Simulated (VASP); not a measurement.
Calculation: PBEsol GGA, VASP's PBE PAW potentials (set 64) (plane waves; VASP).

VASP input:

### INCAR
```
SYSTEM=Na2Te
PREC=Accurate; ENCUT=530; LREAL=F
LASPH=T
EDIFF=1E-7; NELM=100; ALGO=Normal
LMAXMIX=4
ISMEAR=0; SIGMA=0.05
GGA=PS
IBRION=6; NSW=1; ISIF=3
POTIM=0.015; NFREE=2
LWAVE=F; LCHARG=F
```

File POSCAR:
```
Na2Te
1
   -0.0000000000     3.6237318914     3.6237318914
    3.6237318914     0.0000000000     3.6237318914
    3.6237318914     3.6237318914    -0.0000000000
Na Te
2 1
Direct
  0.2500000000   0.2500000000   0.2500000000
  0.7500000000   0.7500000000   0.7500000000
  0.0000000000   1.0000000000   1.0000000000
```

### KPOINTS
```
kpoints
0
G
  5 5 5
```

POTCAR, in this order: Na_pv Te (PBE.64 set). Program: vasp_std.

Output of the run:

OUTCAR:
```


   1 f  =    4.669558 THz    29.339696 2PiTHz  155.759677 cm-1    19.311730 meV
             X         Y         Z           dx          dy          dz
      1.811866  1.811866  1.811866    -0.266309    0.029810   -0.654363
      5.435598  5.435598  5.435598     0.266309   -0.029810    0.654363
      0.000000  0.000000  0.000000    -0.000000    0.000000    0.000000

   2 f  =    4.669558 THz    29.339696 2PiTHz  155.759677 cm-1    19.311730 meV
             X         Y         Z           dx          dy          dz
      1.811866  1.811866  1.811866     0.078660    0.702718   -0.000000
      5.435598  5.435598  5.435598    -0.078660   -0.702718    0.000000
      0.000000  0.000000  0.000000    -0.000000    0.000000    0.000000

   3 f  =    4.669558 THz    29.339696 2PiTHz  155.759677 cm-1    19.311730 meV
             X         Y         Z           dx          dy          dz
      1.811866  1.811866  1.811866    -0.650301    0.072793    0.267973
      5.435598  5.435598  5.435598     0.650301   -0.072793   -0.267973
      0.000000  0.000000  0.000000    -0.000000   -0.000000    0.000000

   4 f  =    4.105129 THz    25.793287 2PiTHz  136.932368 cm-1    16.977442 meV
             X         Y         Z           dx          dy          dz
      1.811866  1.811866  1.811866     0.000000   -0.605694   -0.000000
      5.435598  5.435598  5.435598     0.000000   -0.605694   -0.000000
      0.000000  0.000000  0.000000     0.000000    0.516014    0.000000

   5 f  =    4.105129 THz    25.793287 2PiTHz  136.932368 cm-1    16.977442 meV
             X         Y         Z           dx          dy          dz
      1.811866  1.811866  1.811866    -0.000000   -0.000000    0.605694
      5.435598  5.435598  5.435598    -0.000000   -0.000000    0.605694
      0.000000  0.000000  0.000000    -0.000000   -0.000000   -0.516014

   6 f  =    4.105129 THz    25.793287 2PiTHz  136.932368 cm-1    16.977442 meV
             X         Y         Z           dx          dy          dz
      1.811866  1.811866  1.811866     0.605694   -0.000000    0.000000
      5.435598  5.435598  5.435598     0.605694    0.000000   -0.000000
      0.000000  0.000000  0.000000    -0.516014   -0.000000    0.000000

   7 f/i=    0.006403 THz     0.040234 2PiTHz    0.213594 cm-1     0.026482 meV
             X         Y         Z           dx          dy          dz
      1.811866  1.811866  1.811866    -0.033448   -0.144953    0.333174
      5.435598  5.435598  5.435598    -0.033448   -0.144953    0.333174
      0.000000  0.000000  0.000000    -0.078521   -0.340290    0.782155

   8 f/i=    0.006403 THz     0.040234 2PiTHz    0.213594 cm-1     0.026482 meV
             X         Y         Z           dx          dy          dz
      1.811866  1.811866  1.811866    -0.362338    0.038149   -0.019778
      5.435598  5.435598  5.435598    -0.362338    0.038149   -0.019778
      0.000000  0.000000  0.000000    -0.850619    0.089558   -0.046431

   9 f/i=    0.006403 THz     0.040234 2PiTHz    0.213594 cm-1     0.026482 meV
             X         Y         Z           dx          dy          dz
      1.811866  1.811866  1.811866     0.026977    0.332669    0.147441
      5.435598  5.435598  5.435598     0.026977    0.332669    0.147441
      0.000000  0.000000  0.000000     0.063331    0.780969    0.346131

 ELASTIC MODULI CONTR FROM IONIC RELAXATION (kBar)
 Direction    XX          YY          ZZ          XY          YZ          ZX
 --------------------------------------------------------------------------------
 XX          -0.0000     -0.0000     -0.0000     -0.0000     -0.0000      0.0000
 YY          -0.0000     -0.0000     -0.0000      0.0000     -0.0000      0.0000
 ZZ          -0.0000     -0.0000     -0.0000     -0.0000     -0.0000      0.0000
 XY          -0.0000     -0.0000     -0.0000    -37.1251     -0.0000      0.0000
 YZ          -0.0000     -0.0000     -0.0000      0.0000    -37.1251      0.0000
 ZX           0.0000      0.0000      0.0000      0.0000      0.0000    -37.1251
 --------------------------------------------------------------------------------

 TOTAL ELASTIC MODULI (kBar)
 Direction    XX          YY          ZZ          XY          YZ          ZX
 --------------------------------------------------------------------------------
 XX         344.9008    132.9901    132.9901     -0.0000     -0.0000      0.0000
 YY         132.9901    344.9008    132.9901      0.0000     -0.0000      0.0000
 ZZ         132.9901    132.9901    344.9008     -0.0000     -0.0000      0.0000
 XY          -0.0000     -0.0000     -0.0000    119.5267     -0.0000      0.0000
 YZ          -0.0000     -0.0000     -0.0000      0.0000    119.5267      0.0000
 ZX           0.0000      0.0000      0.0000      0.0000      0.0000    119.5267
 --------------------------------------------------------------------------------
```
(Selected blocks of OUTCAR.)

The structure comes from a computed database's Na2Te entry (Fm-3m); how it stands against other phases isn't given here. It was relaxed first.
